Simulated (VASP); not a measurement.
All values below come from PBE GGA, VASP's PBE PAW potentials (set 64) (plane waves; VASP).

The input files of a VASP run:

POSCAR:
```
FePt
1
    2.7274710000     0.0000000000     0.0000000000
    0.0000000000     2.7940870000     0.0000000000
    0.0000000000     0.0000000000     3.6769520000
Fe Pt
1 1
Direct
  0.0000000000   0.0000000000   0.0000000000
  0.5282590000   0.5000000000   0.5000000000
```

File KPOINTS:
```
Regular mesh
0
Gamma
  12 12 9
```

INCAR:
```
ALGO = Normal
EDIFF = 1E-6
ENCUT = 400
GGA = PE
ISIF = 2
ISMEAR = 1
ISPIN = 2
LASPH = .TRUE.
LCHARG = .FALSE.
LMAXMIX = 6
LORBIT = 10
LREAL = .FALSE.
LWAVE = .FALSE.
MAGMOM = 3.0 0.0
NELM = 100
PREC = Single
SIGMA = 0.1
SYSTEM = FePt
```

POTCAR, in this order: Fe Pt (PBE.64 set). Program: vasp_std.

What will the output report for the number of irreducible k-points (NKPTS), number of bands (NBANDS), largest plane-wave count, number of space-group operations, FFT grid (NGX, NGY, NGZ)?

```json
{
 "number of irreducible k-points (NKPTS)": "245",
 "number of bands (NBANDS)": "15",
 "largest_plane_wave_count": "524",
 "number_of_space_group_operations": "4",
 "FFT grid (NGX, NGY, NGZ)": "18 × 18 × 24"
}
```

The compound is FePt in the L1_0 structure. The cell was not relaxed at this level, atoms are displaced from their ideal sites. The run is one of a series of settings (PREC = Single against the base run), some of them coarse on purpose.
